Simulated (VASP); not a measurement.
Consider the following.

```yaml
crystal:
  lattice:
    - [4.25987, 0.00000, 0.00000]
    - [0.00000, 4.25987, 0.00000]
    - [0.00000, 0.00000, 4.25987]
  atoms:
    - { symbol: Ba, position: [0.00000, 0.00000, 0.00000] }
    - { symbol: Zr, position: [0.50000, 0.50000, 0.50000] }
    - { symbol: O, position: [0.50000, 0.00000, 0.50000] }
    - { symbol: O, position: [0.00000, 0.50000, 0.50000] }
    - { symbol: O, position: [0.50000, 0.50000, 0.00000] }
```

Method: revTPSS meta-GGA, VASP's PBE PAW potentials (set 64) (plane waves; VASP 6.6.1). Numerical set-up: 520 eV cut-off, 5×5×5 Γ-centred mesh, Gaussian smearing of 0.050 eV, potentials Ba_sv Zr_sv O.

Q: Give the stress tensor in GPa (positive for a compressed cell).

A: 
```
-4.38   0.00   0.00
 0.00  -4.38   0.00
 0.00   0.00  -4.38
```
The pressure is its mean diagonal, -4.38 GPa.

The compound is BaZrO3 in the cubic perovskite structure. This cell is one point of a volume scan, at 1.03 of the reference volume.
